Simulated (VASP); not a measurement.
Given:

```
CELL_PARAMETERS angstrom
      4.29000     0.00000     0.00000
      0.00000     4.29000     0.00000
      0.00000     0.00000     4.29000
ATOMIC_POSITIONS crystal
  Cs 0.00000 0.00000 0.00000
  Br 0.50000 0.50000 0.50000
```

Level of theory: revTPSS meta-GGA, VASP's PBE PAW potentials (set 64) (plane waves; VASP). Numerical set-up: 520 eV cut-off, 6×6×6 Γ-centred mesh, Gaussian smearing of 0.050 eV, potentials Cs_sv Br.

Energy and stress use the plane-wave basis of the starting cell.

### Question
The ions, cell shape and volume are relaxed. Give the cell that the relaxation ends in.

### Answer

```
CELL_PARAMETERS angstrom
      4.33563     0.00000     0.00000
      0.00000     4.33563     0.00000
      0.00000     0.00000     4.33563
ATOMIC_POSITIONS crystal
  Cs 0.00000 0.00000 0.00000
  Br 0.50000 0.50000 0.50000
```
Space group Pm-3m (221), at a tolerance of 0.03 Å.

### Question
How do energy and volume change from the first to the last step?

### Answer
The energy (σ→0) changes by -1.6 meV/atom and the volume by +3.2 %, in 3 ionic steps.

```
step  E(σ→0) (eV)  max force (eV/Å)  pressure (GPa)  volume (Å³)
----  -----------  ----------------  --------------  -----------
1         23.3255             0.000            0.43        78.95
2         23.3231             0.000            0.21        80.16
3         23.3224             0.000           -0.02        81.50
```

The compound is CsBr in the CsCl type structure. This run relaxes it. Symmetry was kept, so distortions that lower it aren't found.
